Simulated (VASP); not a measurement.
## YSF (space group P4/nmm): computed properties

Level of theory: LDA (Ceperley-Alder, Perdew-Zunger), VASP's LDA PAW potentials (set 64) (plane waves; VASP 6.6.1).

| Item | Result |
|---|---|
| space group | P4/nmm (129) |
| cell | a = b = 3.701 Å, c = 6.703 Å, α = β = γ = 90.00° |
| volume per atom | 15.30 Å³/atom |
| band gap (over mesh and band path) | 0.99 eV |
| smallest direct gap (over mesh and band path) | 0.99 eV |
| band-edge character | direct, Γ to Γ |
| density | 5.06 g/cm³ |
| mean ε∞ (independent particles) | 6.86 |

Space group P4/nmm, origin choice 1 (No. 129); a = 3.7008 Å, b = 3.7008 Å, c = 6.7027 Å, α = 90.00°, β = 90.00°, γ = 90.00°

```tsv
atom	site	symmetry	x	y	z
Y	2c	4mm	0.0000	0.5000	0.2260
S	2c	4mm	0.5000	0.0000	0.3570
F	2a	-4m2	0.0000	0.0000	0.0000
```

The structure comes from a computed database's YSF entry (P4/nmm); how it stands against other phases isn't given here. It was relaxed first, which changed the volume by -6 %. Symmetry was kept, so distortions that lower it aren't found.
